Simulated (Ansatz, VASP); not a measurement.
# PbO (tetragonal PbO bilayer, AA) in two plane-wave programs, part 2 of 2

Wanted: the spread between two codes on one cell, functional and k mesh. Of the first pair: The structure shown is the start of the Ansatz relaxation below; VASP solves that cell, so the two are compared at the walk's first step.

VASP 6.6.1 and Ansatz 0.2.0.

So far: Set-up; Ansatz: relaxation, PBE with D3(BJ); VASP: single point, PBE with D3(BJ), start cell, pair 1.

**4. Differences**

Known differences besides the potentials themselves: Ansatz cuts the interaction across the vacuum, VASP repeats the sheet with a dipole correction; the cutoff is 420 eV in Ansatz and 520 eV in VASP. Total energies have different zeros and are not compared.

Forces (eV/Å; atoms numbered as in POSCAR):

| atom | Ansatz x, y, z | VASP x, y, z |
| --- | --- | --- |
| Pb1 | 0.000, 0.000, -6.421 | 0.000, 0.000, -6.467 |
| Pb2 | 0.000, 0.000, 6.608 | 0.000, 0.000, 6.653 |
| Pb3 | 0.000, 0.000, -6.608 | 0.000, 0.000, -6.653 |
| Pb4 | 0.000, 0.000, 6.421 | 0.000, 0.000, 6.467 |
| O5 | 0.000, 0.000, 0.031 | 0.000, 0.000, 0.031 |
| O6 | 0.000, 0.000, 0.031 | 0.000, 0.000, 0.031 |
| O7 | 0.000, 0.000, -0.031 | 0.000, 0.000, -0.031 |
| O8 | 0.000, 0.000, -0.031 | 0.000, 0.000, -0.031 |

The forces differ by 19 meV/Å r.m.s., which is 0.7 % of the r.m.s. force of 2.679 eV/Å (both taken over all components). With vacuum in the cell, a pressure given here is an average over mostly empty space and none of the material.

**5. Ansatz: relaxation, PBE with D3(BJ)**

This run makes the geometry at which the two programs are then compared.

The structure compared here is the end of the Ansatz relaxation.

Contents of input.yaml:

```yaml
crystal:
  lattice:
    - [4.05, 0.0, 0.0]
    - [0.0, 4.05, 0.0]
    - [0.0, 0.0, 42.628427127]
  atoms:
    - { symbol: Pb, position: [0.5, 0.0, 0.4316368499] }
    - { symbol: O, position: [0.0, 0.0, 0.4482245316] }
    - { symbol: O, position: [0.5, 0.5, 0.4482245316] }
    - { symbol: Pb, position: [0.0, 0.5, 0.4648122133] }
    - { symbol: Pb, position: [0.5, 0.0, 0.5351877867] }
    - { symbol: O, position: [0.0, 0.0, 0.5517754684] }
    - { symbol: O, position: [0.5, 0.5, 0.5517754684] }
    - { symbol: Pb, position: [0.0, 0.5, 0.5683631501] }
  periodic: [true, true, false]
kpoints:
  mp_grid: { grid: [8, 8, 1] }
hamiltonian:
  xc: pbe
  dispersion: d3bj
scf:
  occupations: { method: fermi_dirac, width: 0.05 }
  convergence: { dr2_threshold: 1.0e-09 }
relax:
  f_tol: 0.004
  max_steps: 90
  cell: {}
output:
  write_potential: true
  write_density: true
  volumetric_format: npy
```

Launch:

```bash
$ ansatz run input.yaml --threads 4 --pin off --max-ram 6144MiB --backend cpu --events-out ev --progress --plain --runs-dir out
```

Numbers of over 12 decimals in the logs are rounded to 6 here.

The program printed:

```text
[...]
Crystal: 8 atoms, lattice volume = 699.213 Å³
Basis set: ecut = 420 eV, 13751 PW (Γ), exchange–correlation on 60×60×576 points (8 copies of the dense FFT grid, shifted against one another)
Bands: 48, of which v1, the nominal top of the filled ones, is band 40 counted from 1 (39 counted from 0)
Symmetry: 16 space group operations
[...]
- [4.022372, 0, 0]
    - [0, 4.022372, 0]
    - [0, 0, 42.628427127]
  atoms:
    - { symbol: Pb, position: [0.5, 0, 0.412344] }
    - { symbol: O, position: [0, 0, 0.440455] }
    - { symbol: O, position: [0.5, 0.5, 0.440455] }
    - { symbol: Pb, position: [0, 0.5, 0.468553] }
    - { symbol: Pb, position: [0.5, 0, 0.531447] }
    - { symbol: O, position: [0, 0, 0.559545] }
    - { symbol: O, position: [0.5, 0.5, 0.559545] }
    - { symbol: Pb, position: [0, 0.5, 0.587656] }
[key lines of the parts left out:]
SCF converged after 6 iterations
Free energy (F): -49895.638507 eV
Fermi energy:    -3.233889 eV
P = ½ c Tr σ = -0.0275 N/m
```

**6. VASP: single point, PBE with D3(BJ), relaxed cell, pair 2**

The same cell, functional, mesh and smearing now go to VASP, with its own data sets.

Contents of INCAR:

```
SYSTEM = PbO
PREC = Accurate
ENCUT = 520
EDIFF = 1E-06
NELM = 120
ISMEAR = -1
SIGMA = 0.05
LREAL = .FALSE.
ALGO = Normal
GGA = PE
IVDW = 12
NBANDS = 49
LORBIT = 11
LWAVE = .FALSE.
LCHARG = .FALSE.
ISIF = 2
LDIPOL = .TRUE.
IDIPOL = 3
DIPOL = 0.5 0.5 0.5
LVHAR = .TRUE.
LASPH = .TRUE.
GGA_COMPAT = .FALSE.
EFERMI = MIDGAP
NELMDL = -8
KPAR = 2
```

Contents of POSCAR:

```
PbO
1.0
    4.0223715926      0.0000000000      0.0000000000
    0.0000000000      4.0223715926      0.0000000000
    0.0000000000      0.0000000000     42.6284271270
Pb O
4 4
Direct
    0.5000000000      0.0000000000      0.4123444117
    0.0000000000      0.5000000000      0.4685529544
    0.5000000000      0.0000000000      0.5314470456
    0.0000000000      0.5000000000      0.5876555883
    0.0000000000      0.0000000000      0.4404547617
    0.5000000000      0.5000000000      0.4404547617
    0.0000000000      0.0000000000      0.5595452383
    0.5000000000      0.5000000000      0.5595452383
```

Contents of KPOINTS:

```
Automatic mesh
0
Gamma
8 8 1
0 0 0
```

The projector-augmented-wave data sets are Pb_d and O (PBE family, release 64).

Launch:

```bash
$ mpirun -np 2 vasp_std
```

The program printed:

```text
[... set-up lines as in an earlier step ...]
 entering main loop
       N       E                     dE             d eps       ncg     rms          rms(c)
DAV:   1     0.886583981973E+03    0.88658E+03   -0.33518E+04  1758   0.132E+03
DAV:   2     0.104834575742E+03   -0.78175E+03   -0.75622E+03  1811   0.373E+02
DAV:   3    -0.461542335792E+02   -0.15099E+03   -0.14792E+03  2111   0.192E+02
DAV:   4    -0.526975529963E+02   -0.65433E+01   -0.65107E+01  1736   0.475E+01
[...]
DAV:  27    -0.429423876796E+02   -0.14655E-05   -0.56705E-08  1080   0.131E-03    0.212E-04
DAV:  28    -0.429423896901E+02   -0.20105E-05   -0.99210E-08   997   0.133E-03    0.108E-04
DAV:  29    -0.429423900558E+02   -0.36570E-06   -0.27071E-08  1056   0.116E-03
   1 F= -.44388114E+02 E0= -.44388114E+02  d E =-.488642E-09
```

OUTCAR, selected parts (step 6):

```text
 Edisp (eV)   -1.44572

  Total       0.03139     0.03139     0.05114     0.00000     0.00000     0.00000
  in kB       0.07292     0.07292     0.11881     0.00000     0.00000     0.00000
  external pressure =        0.09 kB  Pullay stress =        0.00 kB

 POSITION                                       TOTAL-FORCE (eV/Angst)
 -----------------------------------------------------------------------------------
      2.01119      0.00000     17.57759         0.000000     -0.000000     -0.040177
      0.00000      2.01119     19.97368         0.000000     -0.000000      0.038954
      2.01119      0.00000     22.65475         0.000000     -0.000000     -0.038954
      0.00000      2.01119     25.05083        -0.000000     -0.000000      0.040177
      0.00000      0.00000     18.77589         0.000000      0.000000     -0.000236
      2.01119      2.01119     18.77589         0.000000      0.000000     -0.000236
      0.00000      0.00000     23.85253         0.000000     -0.000000      0.000236
      2.01119      2.01119     23.85253         0.000000     -0.000000      0.000236
 -----------------------------------------------------------------------------------
    total drift:                                0.000000      0.000000      0.000000

  FREE ENERGIE OF THE ION-ELECTRON SYSTEM (eV)
  ---------------------------------------------------
  free  energy   TOTEN  =       -44.3881144534 eV

  energy  without entropy=      -44.3881144530  energy(sigma->0) =      -44.38811445

[... 1 part as in an earlier step ...]

[... 2 further parts left out ...]
[key lines of the parts left out:]
E-fermi :  -1.1170
```

**7. Differences**

Compared:

```
              quantity  Ansatz   VASP  difference
gap on the k mesh (eV)   2.009  2.012      -0.003
```

At this near-relaxed geometry the largest component of a force difference is 39 meV/Å. A gap on the mesh is an upper bound, since the band edges may lie between its points; neither run holds spin-orbit coupling, which can move the band edges of a compound of Pb. With vacuum in the cell, a pressure given here is an average over mostly empty space and none of the material.

**8. Summary of results**

- r.m.s. force difference (single point, PBE with D3(BJ), start cell, pair 1): 0.70 % of the r.m.s. force
- r.m.s. force difference (single point, PBE with D3(BJ), relaxed cell, pair 2): 16 meV/Å

What this shows: The r.m.s. force difference is 16 meV/Å (single point, PBE with D3(BJ), relaxed cell, pair 2), beyond the 12 meV/Å picked in this series as the mark of a large difference. What causes the difference of the single point, PBE with D3(BJ), relaxed cell, pair 2 pair stays open here. Such differences can come from data sets, numerical settings and the points named under the comparisons, not from the functional's error against experiment.

[Lines on the potential files, build, host, timing and source positions are cut from VASP's logs without a mark.]

[Logs are printed without paths, hosts, clocks, repeated set-up lines and the standing remarks that a program may print on its own settings, such as how far it seeks lower states.]

[Hosts, paths, dates, database ids (printed as entryN), source tags and the programs' standing remarks are cut or masked in the printed files.]
